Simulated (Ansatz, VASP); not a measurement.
TiOs3 in VASP and in Ansatz

INCAR

```
PREC = Accurate ; ENCUT = 520
EDIFF = 1E-7 ; ISMEAR = -1
SIGMA = 0.05 ; LREAL = False
LASPH = True ; NELM = 100
ALGO = Normal ; ISIF = 2
LWAVE = False ; LCHARG = False
GGA = PE ; NBANDS = 26
```

The input KPOINTS:

```
regular mesh
0
Gamma
  7 7 7
```

File POSCAR:

```
TiOs3
1.0
    3.9134813331      0.0000000000      0.0000000000
    0.0000000000      3.9134813331      0.0000000000
    0.0000000000      0.0000000000      3.9134813331
Os Ti
3 1
Direct
    0.0000000000      0.5000000000      0.5000000000
    0.5000000000      0.0000000000      0.5000000000
    0.5000000000      0.5000000000      0.0000000000
    0.0000000000      0.0000000000      0.0000000000
```

The input input.yaml:

```yaml
crystal:
  lattice:
    - [3.9134813331, 0.0, 0.0]
    - [0.0, 3.9134813331, 0.0]
    - [0.0, 0.0, 3.9134813331]
  atoms:
    - { symbol: Os, position: [0.0, 0.5, 0.5] }
    - { symbol: Os, position: [0.5, 0.0, 0.5] }
    - { symbol: Os, position: [0.5, 0.5, 0.0] }
    - { symbol: Ti, position: [0.0, 0.0, 0.0] }
hamiltonian:
  xc: pbe
  pseudopotentials: { kind: paw }
kpoints:
  mp_grid: { grid: [7, 7, 7] }
scf:
  occupations: { method: fermi_dirac, width: 0.05 }
output:
  forces: true
  stress: true
  eigenvalues: true
```

Change from the starting cell: volume scaled by 1.02.

Alike in both runs: task single point; functional PBE; k mesh 7 × 7 × 7; occupations fermi-dirac, width 0.05 eV; no spin polarisation.

|  | VASP | Ansatz |
| --- | --- | --- |
| version | VASP 6.6.1 | Ansatz 0.2.0 |
| potentials or method | VASP PAW PBE potentials, release 64 (Os, Ti_sv) | Ansatz PAW |
| plane-wave cutoff (eV) | 520 | 420 |
| valence electrons in the cell | 36 | 60 |

Ansatz gave:

- gap on the k mesh at the Fermi level (eV): none
- pressure (GPa): -6.8

Question: Estimate VASP's values.

Answer: gap on the k mesh at the Fermi level (eV): none; pressure (GPa): -7.1.

A gap of «none» marks a metal or a gap that the smearing closes. With one functional, cell and mesh, what is left measures potentials, basis and numerics. The two sets of potentials don't hold the same shells in valence.

The runs have no spin-orbit coupling, so splittings on Os are missing.
